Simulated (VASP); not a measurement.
Data:

```xyz
6
Lattice="3.2103 0.0000 0.0000 -1.6051 2.7802 0.0000 0.0000 0.0000 13.2812" Properties=species:S:1:pos:R:3 pbc="T T T"
Mo     0.0000     0.0000     3.3203
Mo     0.0000     0.0000     9.9609
S      0.0000     1.8535     4.8840
S      1.6051     0.9267     8.3972
S      1.6051     0.9267    11.5246
S      0.0000     1.8535     1.7566
```

The numbers are results of PBE GGA, VASP's PBE PAW potentials (set 64) (plane waves; VASP), not measurements. Numerical set-up: 300 eV cut-off, 6×6×2 Γ-centred mesh, Gaussian smearing of 0.010 eV, potentials Mo_sv S.

At this cut-off the stress carries a Pulay error, which pulls relaxed volumes low.

Which forces act on the atoms, in eV/Å?

```
atom     Fx     Fy      Fz
----  -----  -----  ------
Mo1   0.000  0.000   0.000
Mo2   0.000  0.000   0.000
S3    0.000  0.000  -0.201
S4    0.000  0.000   0.201
S5    0.000  0.000  -0.201
S6    0.000  0.000   0.201
```

Give the stress tensor in GPa (positive for a compressed cell).

```
-2.62   0.00   0.00
 0.00  -2.62   0.00
 0.00   0.00  -1.39
```
The pressure is its mean diagonal, -2.21 GPa.

The structure comes from a computed database's MoS2 entry; how it stands against other phases isn't given here. The cell was not relaxed at this level.
